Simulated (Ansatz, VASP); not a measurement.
**Sb (Antimony) in two plane-wave programs**

Aim: how closely do two programs agree when they are given the same cell, functional and k mesh? The cell is taken from a series of runs on this material, whose earlier steps may have relaxed, scaled, displaced or heated it; both programs get it as it stands.

Main program and level: Ansatz 0.2.0; plane waves, with VASP 6.6.1 beside it; zone-centre phonons at LDA.

**1. The structure**

The structure is trigonal, space group R-3m (No. 166). The conventional cell has a = 4.252 Å, b = 4.252 Å, c = 11.082 Å, α = 90.00°, β = 90.00°, γ = 120.00°. Sb has 3 Sb at 2.90 Å nearest.

Structure file:

```cif
data_structure
_symmetry_space_group_name_H-M 'P 1'
_symmetry_Int_Tables_number 1
_cell_length_a 4.4354
_cell_length_b 4.4354
_cell_length_c 4.4354
_cell_angle_alpha 57.290
_cell_angle_beta 57.290
_cell_angle_gamma 57.290
_cell_volume 57.85
loop_
_atom_site_label
_atom_site_type_symbol
_atom_site_fract_x
_atom_site_fract_y
_atom_site_fract_z
_atom_site_occupancy
Sb1 Sb 0.23598 0.23598 0.23598 1
Sb2 Sb 0.76402 0.76402 0.76402 1
```

**2. Ansatz: zone-centre phonons, LDA**

Ansatz runs on its PAW soft_1 files.

Second derivatives magnify differences that forces hide, and they need a tight electronic threshold.

input.yaml reads:

```yaml
crystal:
  lattice:
    - [2.126246806, 1.2275891658, 3.6938940008]
    - [-2.126246806, 1.2275891658, 3.6938940008]
    - [0.0, -2.4551783316, 3.6938940008]
  atoms:
    - { symbol: Sb, position: [0.2359809256, 0.2359809256, 0.2359809256] }
    - { symbol: Sb, position: [0.7640190744, 0.7640190744, 0.7640190744] }
kpoints:
  mp_grid: { grid: [12, 12, 12] }
hamiltonian:
  xc: lda
  pseudopotentials: { kind: paw, azcp: { folder: soft_1 }, xc_functional: pbe }
scf:
  occupations: { method: methfessel_paxton, width: 0.2 }
output:
  eigenvalues: true
phonons:
  method: dfpt
```

Command:

```sh
$ ansatz run input.yaml --threads 4 --pin off --max-ram 10240MiB --backend cpu --events-out ev --progress --plain --runs-dir out
```

Numbers of over 12 decimals in the logs are rounded to 6 here.

Output:

```text
Engine: ansatz 0.2.0, x86_64-unknown-linux-gnu
Pseudopotentials: kind: paw
Pseudopotential: Sb, paw, valence charge 15, recommended cutoff 420 eV (normal), soft_1/Sb.paw.azcp
Functional definition: SPW92
  exchange = slater_x
  correlation = pw_c
Crystal: 2 atoms, lattice volume = 57.850 Å³
Basis set: ecut = 420 eV, 1141 PW (Γ), exchange–correlation on 60×60×60 points (8 copies of the dense FFT grid, shifted against one another)
Bands: 19, of which v1, the nominal top of the filled ones, is band 15 counted from 1 (14 counted from 0)
Symmetry: 12 space group operations
k-points: 476 of 1728 (irreducible under 2 space group operations, time reversal used)
Non-local potential: Sb, projectors of the file, l = 0: 2, l = 1: 2, l = 2: 2, l = 3: 1
PAW form: soft (Blöchl's): semilocal exchange-correlation on the pseudo side does not see the compensation charge
PAW frozen core: Sb, regenerated for the run's functional, and the local potential with it (the file was generated under x = pbe(κ = 0.804, μ = 0.219515), c = pbe(β = 0.066725))
PAW one-centre angular grid: Sb, 590 points (default); XC on 64 Gauss nodes
Initial density: superposition of atomic densities (chi_scale 0.1, normalization cell)
Initial wavefunctions: pseudopotential atomic-orbital guess
Functional: x = slater, c = lda
SCF iter   1: F=—  HF=-12671.792053 eV  |F-HF|=—  |Δ(HF+E_count)|=         —  Δρ=1.53e-2  dr2=1.10e-1  ethr=3.10e-3  ⟨swp⟩=6.0  Hψ=48247  notcnv=0
preconditioner: auto → Kerker (q_TF=auto, 2.445 Å⁻¹)  [metal: Δε(μ)=0.091 eV  Ē_g=8.886 eV  σ=0.200 eV  W_gap=0.37  n_scr=14 (ndim 8)  ℏωp=15.4 eV  f_vac=0.000  D(μ)=0.23/eV (n_scr^D=0)]
SCF iter   2: F=—  HF=-12671.774044 eV  |F-HF|=—  |Δ(HF+E_count)|=   1.80e-2  S|Δr|=    0.00e0  Δρ=9.70e-3  dr2=4.81e-2  ethr=3.68e-4  ⟨swp⟩=1.1  Hψ=12943  notcnv=0
SCF iter   3: F=—  HF=-12671.764380 eV  |F-HF|=—  |Δ(HF+E_count)|=   9.66e-3  S|Δr|=    0.00e0  Δρ=1.45e-3  dr2=2.03e-3  ethr=1.60e-4  ⟨swp⟩=1.6  Hψ=12756  notcnv=0
SCF iter   4: F=—  HF=-12671.764182 eV  |F-HF|=—  |Δ(HF+E_count)|=   1.99e-4  S|Δr|=    0.00e0  Δρ=5.20e-4  dr2=2.33e-4  ethr=6.75e-6  ⟨swp⟩=1.7  Hψ=10621  notcnv=0
SCF iter   5: F=—  HF=-12671.764194 eV  |F-HF|=—  |Δ(HF+E_count)|=   1.22e-5  S|Δr|=    0.00e0  Δρ=1.10e-4  dr2=6.14e-6  ethr=7.77e-7  ⟨swp⟩=2.2  Hψ=11507  notcnv=0
SCF iter   6: F=—  HF=-12671.764192 eV  |F-HF|=—  |Δ(HF+E_count)|=   1.87e-6  S|Δr|=    0.00e0  Δρ=3.19e-5  dr2=3.64e-7  ethr=2.05e-8  ⟨swp⟩=2.0  Hψ=16236  notcnv=0
SCF iter   7: F=—  HF=-12671.764192 eV  |F-HF|=—  |Δ(HF+E_count)|=   4.07e-7  S|Δr|=    0.00e0  Δρ=9.27e-6  dr2=4.05e-8  ethr=1.21e-9  ⟨swp⟩=2.0  Hψ=16262  notcnv=0
SCF iter   8: F=—  HF=-12671.764192 eV  |F-HF|=—  |Δ(HF+E_count)|=   2.05e-9  S|Δr|=    0.00e0  Δρ=1.90e-6  dr2=3.89e-9  ethr=1.35e-10  ⟨swp⟩=2.7  Hψ=16266  notcnv=0
SCF iter   9: F=—  HF=-12671.764192 eV  |F-HF|=—  |Δ(HF+E_count)|=  1.89e-10  S|Δr|=    0.00e0  Δρ=5.51e-7  dr2=3.40e-10  ethr=1.30e-11  ⟨swp⟩=2.0  Hψ=10575  notcnv=0
SCF iter  10: F=—  HF=-12671.764192 eV  |F-HF|=—  |Δ(HF+E_count)|=  4.00e-11  S|Δr|=    0.00e0  Δρ=2.24e-7  dr2=3.99e-11  ethr=1.13e-12  ⟨swp⟩=3.0  Hψ=16874  notcnv=0
SCF iter  11: F=-12671.764192 eV  HF=-12671.764192 eV  |F-HF|=7.28e-12  |Δ(HF+E_count)|=  1.09e-11  S|Δr|=    0.00e0  Δρ=1.17e-7  dr2=7.38e-12  ethr=1.00e-12  ⟨swp⟩=6.0  Hψ=42056  notcnv=0
SCF 1 converged in 11 iterations: F = -12671.764192 eV  dr2 = 7.38e-12
  greatest PAW one-centre occupation: 0.997 electrons in one spin orbital (limit 2), on the Sb atom at site 1 (counted from 0), in its partial waves of l = 2
DFPT response loops at Γ: preconditioner auto → Kerker (q_TF=auto, 2.445 Å⁻¹) (partly filled bands, converged f_vac=0.000); β = 1.00, the filter's whole step (`scf.mixing.beta` (0.50) is not read by the response loops under this deck's `scf.mixing.preconditioner`; to damp them name `kerker` or `kerker_dos`, under which they read `scf.mixing.beta`, and type it under 1.00, their step now; both keys bind the ground state too); Broyden in place of MSR1
SCF converged after 11 iterations
Stability not checked: this state was not tested for a lower state beside it, because cold or Methfessel-Paxton smearing, or corrected tetrahedra, fill the levels in a way that the test cannot read (fill_not_monotonic; see scf.lower_state_search)
Free energy (F): -12671.764192 eV
Harris-Foulkes:  -12671.764192 eV  (|F-HF|=7.28e-12)
Internal energy: -12671.765923 eV  (E = F + TS)
E sigma→0 (E₀):  -12671.764624 eV
Entropy (-TS):   0.001731 eV (0.866 meV/atom)
Fermi energy:    10.620134 eV
--- Per-component energies (eV) ---
  E_band       = -321.256528
  E_kinetic    = 329.169540
  E_local      = -3102.542150  (includes V_loc(G=0)·N_el)
  E_nonlocal   = 787.706492
  E_hartree    = 1283.321605
  E_xc         = -198.221918
  E_vxc        = -183.900424  (∫ρ·V_xc dr)
  E_paw        = -8789.722133  (= ΣΔE_a)
  E_vpaw       = -718.333442  (= ΣTr[D̂ρ^β])
  E_aug_tail   = 0.000249  (compensation charges beyond the density's cutoff)
  E_ewald      = -2982.595229
  E_core_change = 1.117622  (= ΣΔE_core)
  E_smearing   = 0.001731  (= −TS)
  E_closure    = -0.000000  (closes the sum)
  Σ components = -12671.764192   (vs F -12671.764192, Δ=0.00e0)
--- Band table (eV; the first three rows and the last of 476) ---
  k-point 0: bands = [... 11 lower, 5.8807, 8.4410, 8.8291, 8.8291, 12.9841, 13.4612, 13.4612, 15.7566]
  k-point 1: bands = [... 11 lower, 5.4958, 8.4865, 8.8160, 8.9797, 12.9139, 13.2210, 13.2327, 15.3850]
  k-point 2: bands = [... 11 lower, 4.6111, 8.5259, 8.7882, 9.3062, 12.5575, 12.6536, 12.6695, 15.2240]
  k-point 475: bands = [... 11 lower, 1.2467, 9.4143, 9.4143, 10.2997, 10.6419, 10.6419, 11.6836, 17.9148]
--- Phonons (Γ-DFPT): 2 representative perturbations + reference, on 476 of 1728 k-points (Σ response iterations 6) ---
  k mesh reduced under 2 symmetry operations, with k and −k counted as one. Each operation leaves every solved perturbation unchanged. A smaller set is not used because it would not reduce the number of displacements times k-points to solve
  ASR residual: 3.494e-5 → 0.000e0 eV/Å²; symmetrization residual: 1.275e-5 eV/Å²
  ASR residual per site (eV/Å²): 3.49e-5 3.49e-5
  Γ frequencies (cm⁻¹): 0.00 0.00 0.00 97.72 97.72 139.37
  non-analytic LO–TO correction: not included (Born effective charges unavailable; polar crystals: no LO–TO splitting at Γ)
```

**3. VASP: zone-centre phonons, LDA**

The same cell, functional (in two slightly different forms), mesh and smearing now go to VASP, with its own data sets.

Lines of VASP's logs that name or quote its potential files are left out, and so is its time.

INCAR reads:

```
SYSTEM = Sb
PREC = Accurate
ENCUT = 500
EDIFF = 1E-08
NELM = 120
ISMEAR = 1
SIGMA = 0.2
LREAL = .FALSE.
ALGO = Normal
GGA = CA
NBANDS = 11
LORBIT = 11
LWAVE = .FALSE.
LCHARG = .FALSE.
ISIF = 2
IBRION = 8
LASPH = .TRUE.
GGA_COMPAT = .FALSE.
KPAR = 2
```

POSCAR reads:

```
Sb
1.0
    2.1262468060      1.2275891658      3.6938940008
   -2.1262468060      1.2275891658      3.6938940008
    0.0000000000     -2.4551783316      3.6938940008
Sb
2
Direct
    0.2359809256      0.2359809256      0.2359809256
    0.7640190744      0.7640190744      0.7640190744
```

KPOINTS reads:

```
Automatic mesh
0
Gamma
12 12 12
0 0 0
```

Potentials, in the order of the species: Sb (LDA family, release 64).

Command:

```sh
$ mpirun -np 2 vasp_std
```

Output:

```text
[banner, memory and clock lines left out]
running    2 mpi-ranks, on    1 nodes
 distrk:  each k-point on    1 cores,    2 groups
 distr:  one band on    1 cores,    1 groups

 POSCAR found type information on POSCAR Sb
 POSCAR found :  1 types and       2 ions
 LDA part: xc-table for (Slater(with rela. corr.)+CA(PZ))
 , standard interpolation
 POSCAR, INCAR and KPOINTS ok, starting setup
 FFT: planning ... GRIDC
 FFT: planning ... GRID_SOFT
 FFT: planning ... GRID
 WAVECAR not read
 entering main loop
       N       E                     dE             d eps       ncg     rms          rms(c)
DAV:   1     0.376391708316E+02    0.37639E+02   -0.35416E+03  4158   0.699E+02
DAV:   2    -0.760432726144E+01   -0.45243E+02   -0.43948E+02  5795   0.115E+02
DAV:   3    -0.962833655053E+01   -0.20240E+01   -0.19870E+01  5050   0.277E+01
DAV:   4    -0.964857189254E+01   -0.20235E-01   -0.20215E-01  4664   0.323E+00
DAV:   5    -0.964880018672E+01   -0.22829E-03   -0.22829E-03  4855   0.391E-01    0.330E+00
DAV:   6    -0.963199706336E+01    0.16803E-01   -0.37131E-03  4671   0.330E-01    0.197E+00
DAV:   7    -0.962263503875E+01    0.93620E-02   -0.79544E-03  4539   0.478E-01    0.536E-02
DAV:   8    -0.962264642009E+01   -0.11381E-04   -0.20874E-04  4683   0.104E-01    0.168E-02
DAV:   9    -0.962264998105E+01   -0.35610E-05   -0.12653E-05  4812   0.223E-02    0.635E-03
DAV:  10    -0.962264968396E+01    0.29709E-06   -0.13912E-06  4665   0.656E-03    0.114E-03
DAV:  11    -0.962264970710E+01   -0.23137E-07   -0.13486E-07  4758   0.217E-03    0.342E-04
DAV:  12    -0.962264970861E+01   -0.15123E-08   -0.89888E-09  2775   0.521E-04
   1 F= -.96226497E+01 E0= -.96232276E+01  d E =0.173366E-02
 Linear response reoptimize wavefunctions to high precision
DAV:   1    -0.962264970886E+01   -0.25028E-09   -0.13471E-09  3729   0.250E-04
DAV:   2    -0.962264970886E+01   -0.25580E-11   -0.83426E-11  2421   0.729E-05
 Linear response DOF=           2
 Linear response progress:
  Degree of freedom:   1/  2
       N       E                     dE             d eps       ncg     rms          rms(c)
RMM:   1    -0.259716842407E-01   -0.25972E-01    0.20024E-02 38882   0.123E+00
RMM:   2    -0.255269013498E-01    0.44478E-03   -0.17637E-03 30134   0.255E-01    0.495E-02
RMM:   3    -0.255252277555E-01    0.16736E-05   -0.53642E-05 31745   0.417E-02    0.291E-02
RMM:   4    -0.255680783593E-01   -0.42851E-04   -0.27201E-05 31858   0.202E-02    0.245E-03
RMM:   5    -0.255743990787E-01   -0.63207E-05   -0.25026E-06 32437   0.387E-03    0.102E-03
RMM:   6    -0.255758281902E-01   -0.14291E-05    0.10976E-07 31032   0.931E-04    0.322E-04
RMM:   7    -0.255749915260E-01    0.83666E-06    0.25949E-07 32965   0.236E-04    0.836E-05
RMM:   8    -0.255749754741E-01    0.16052E-07    0.67467E-08 33604   0.480E-05    0.200E-05
RMM:   9    -0.255749710282E-01    0.44459E-08    0.16165E-09 33641   0.148E-05    0.172E-06
 first order change of Fermi-energy  -0.17565E-04
 force on displaced ion       1 direction 1 :  -2.322   0.000   0.000
 Linear response progress:
  Degree of freedom:   2/  2
       N       E                     dE             d eps       ncg     rms          rms(c)
RMM:   1    -0.272032682619E-01   -0.27203E-01    0.15163E-02  8148   0.124E+00
RMM:   2    -0.259361817955E-01    0.12671E-02   -0.17547E-03  6499   0.264E-01    0.497E-02
RMM:   3    -0.258478372185E-01    0.88345E-04   -0.47044E-05  6889   0.456E-02    0.299E-02
RMM:   4    -0.257909623031E-01    0.56875E-04   -0.28425E-05  6712   0.255E-02    0.746E-03
RMM:   5    -0.258003143825E-01   -0.93521E-05   -0.92633E-07  6953   0.514E-03    0.254E-03
RMM:   6    -0.258021665177E-01   -0.18521E-05   -0.58173E-08  6998   0.107E-03    0.775E-04
RMM:   7    -0.258012087960E-01    0.95772E-06    0.18805E-08  7082   0.351E-04    0.209E-04
RMM:   8    -0.258012342873E-01   -0.25491E-07    0.45274E-09  7187   0.540E-05    0.283E-05
RMM:   9    -0.258012589567E-01   -0.24669E-07   -0.52475E-10  7205   0.223E-05    0.142E-05
RMM:  10    -0.258012528894E-01    0.60673E-08    0.22931E-10  7280   0.921E-06    0.238E-06
 first order change of Fermi-energy  -0.11548E+01
 force on displaced ion       1 direction 3 :   0.000   0.000  -4.558
 Linear response finished
```

OUTCAR, selected parts (step 3):

```text
ion  position               nearest neighbor table
   1  0.236  0.236  0.236-   2 2.90   2 2.90   2 2.90   2 3.27   2 3.27   2 3.27
   2  0.764  0.764  0.764-   1 2.90   1 2.90   1 2.90   1 3.27   1 3.27   1 3.27

  LATTYP: Found a trigonal (rhomboedric) cell.
 ALAT       =     4.4353977870
 COS(alpha) =     0.5403871173

 Subroutine GETGRP returns: Found 12 space group operations
 (whereof 12 operations were pure point group operations)

The static configuration has the point symmetry D_3d.

 Found    189 irreducible k-points:

   k-points           NKPTS =    189   k-points in BZ     NKDIM =    189   number of bands    NBANDS=     11

   dimension x,y,z NGX =    32 NGY =   32 NGZ =   32
   dimension x,y,z NGXF=    64 NGYF=   64 NGZF=   64

   ENCUT  =  500.0 eV  36.75 Ry    6.06 a.u.   8.09  8.09  8.09*2*pi/ulx,y,z

   NELECT =      10.0000    total number of electrons

 k-points in reciprocal lattice and weights: Automatic mesh
   0.00000000  0.00000000  0.00000000       0.001
   0.08333333 -0.00000000  0.00000000       0.003
   0.16666667  0.00000000 -0.00000000       0.003
   0.25000000  0.00000000 -0.00000000       0.003
   0.33333333  0.00000000  0.00000000       0.003
   0.41666667  0.00000000  0.00000000       0.003
   0.50000000  0.00000000 -0.00000000       0.002
   0.08333333  0.08333333  0.00000000       0.003
   0.16666667  0.08333333 -0.00000000       0.007
[...]
-0.41666667  0.50000000  0.41666667       0.003
   0.50000000  0.50000000  0.50000000       0.001

 average (electrostatic) potential at core
       1 -86.2487       2 -86.2487

  Total        0.4774407      0.4774407      0.0908217     -0.0000000      0.0000000      0.0000000
  in kB       13.2229263     13.2229263      2.5153465     -0.0000000      0.0000000      0.0000000
  external PRESSURE =       9.6537330 kB  Pullay stress =       0.0000000 kB

  energy-cutoff  :      500.00
  volume of cell :       57.85
      direct lattice vectors                 reciprocal lattice vectors
     2.126246806  1.227589166  3.693894001     0.235156144  0.135767463  0.090239009
    -2.126246806  1.227589166  3.693894001    -0.235156144  0.135767463  0.090239009
     0.000000000 -2.455178332  3.693894001     0.000000000 -0.271534926  0.090239009

 POSITION                                       TOTAL-FORCE (eV/Angst)
 -----------------------------------------------------------------------------------
      0.00000      0.00000      2.61507         0.000000     -0.000000      0.069945
      0.00000      0.00000      8.46662         0.000000      0.000000     -0.069945
 -----------------------------------------------------------------------------------
    total drift:                               -0.000000     -0.000000      0.000000

 Eigenvectors and eigenvalues of the dynamical matrix
 ----------------------------------------------------

   1 f  =    4.277679 THz    26.877449 2PiTHz  142.688009 cm-1    17.691050 meV
             X         Y         Z           dx          dy          dz
      0.000000  0.000000  2.615066     0.000000    0.000000    0.707107
      0.000000  0.000000  8.466616     0.000000    0.000000   -0.707107

   2 f  =    3.053143 THz    19.183461 2PiTHz  101.841876 cm-1    12.626778 meV
             X         Y         Z           dx          dy          dz
      0.000000  0.000000  2.615066     0.707107    0.000003   -0.000000
      0.000000  0.000000  8.466616    -0.707107   -0.000003    0.000000

   3 f  =    3.053143 THz    19.183461 2PiTHz  101.841876 cm-1    12.626778 meV
             X         Y         Z           dx          dy          dz
      0.000000  0.000000  2.615066     0.000003   -0.707107    0.000000
      0.000000  0.000000  8.466616    -0.000003    0.707107    0.000000

   4 f  =    0.000000 THz     0.000000 2PiTHz    0.000001 cm-1     0.000000 meV
             X         Y         Z           dx          dy          dz
      0.000000  0.000000  2.615066     0.490735   -0.509096    0.000000
      0.000000  0.000000  8.466616     0.490735   -0.509096    0.000000

   5 f  =    0.000000 THz     0.000000 2PiTHz    0.000000 cm-1     0.000000 meV
             X         Y         Z           dx          dy          dz
      0.000000  0.000000  2.615066     0.000000    0.000000    0.707107
      0.000000  0.000000  8.466616     0.000000    0.000000    0.707107

   6 f/i=    0.000000 THz     0.000000 2PiTHz    0.000001 cm-1     0.000000 meV
             X         Y         Z           dx          dy          dz
      0.000000  0.000000  2.615066    -0.509096   -0.490735    0.000000
      0.000000  0.000000  8.466616    -0.509096   -0.490735    0.000000

 ELASTIC MODULI CONTR FROM IONIC RELAXATION (kBar)
 Direction    XX          YY          ZZ          XY          YZ          ZX
 --------------------------------------------------------------------------------
 XX        -161.8618   -131.2388   -172.2389     -0.0000     50.7719      0.0000
 YY        -131.2388   -161.8618   -172.2389      0.0000    -50.7719     -0.0000
 ZZ        -172.2389   -172.2389   -202.4305     -0.0000     -0.0000      0.0000
 XY          -0.0000      0.0000     -0.0000    -15.3115      0.0000     48.0394
 YZ          50.7719    -50.7719     -0.0000      0.0000   -168.3564     -0.0000
 ZX           0.0000     -0.0000      0.0000     48.0394     -0.0000   -150.7223
 --------------------------------------------------------------------------------
```

**4. Differences**

Known differences besides the potentials themselves: the two LDA forms differ slightly; the data sets hold 30 valence electrons in Ansatz (on its PAW soft_1 files) and 10 in VASP; the cutoff is 420 eV in Ansatz and 500 eV in VASP; VASP's log shows a relativistic correction to its local exchange, Ansatz's none. Total energies have different zeros and are not compared.

The two programs side by side:

| quantity | Ansatz | VASP | difference |
| --- | --- | --- | --- |
| optical mode 1 to 2 (cm⁻¹) | 97.7 | 101.8 | -4.05 % |
| optical mode 3 (cm⁻¹) | 139.4 | 142.7 | -2.33 % |

Modes are paired by rising frequency, not by their patterns, so a pair may set unlike modes beside each other; they are those without the splitting of longitudinal modes.

**5. Results**

```
r.m.s. difference of the optical zone-centre modes, each program's sorted by frequency (zone-centre phonons, LDA) : 3.9 cm⁻¹
difference in optical mode 1 to 2 (zone-centre phonons, LDA)                                                      : -4.0 %
```

In words: The r.m.s. difference of the optical zone-centre modes, each program's sorted by frequency is 3.9 cm⁻¹ (zone-centre phonons, LDA). The data sets hold unlike numbers of valence electrons (30 in Ansatz and 10 in VASP), so part of the differences comes from the potentials. Among the rows given in per cent, the largest difference of the zone-centre phonons, LDA pair is in optical mode 1 to 2, -4.0 %. How closely two codes agree says nothing of how well the functional describes the real material.

[Lines on the potential files, build, host, timing and source positions are cut from VASP's logs without a mark.]

[Logs are printed without paths, hosts, clocks, repeated set-up lines and the standing remarks that a program may print on its own settings, such as how far it seeks lower states.]

[Hosts, paths, dates, database ids (printed as entryN), source tags and the programs' standing remarks are cut or masked in the printed files.]
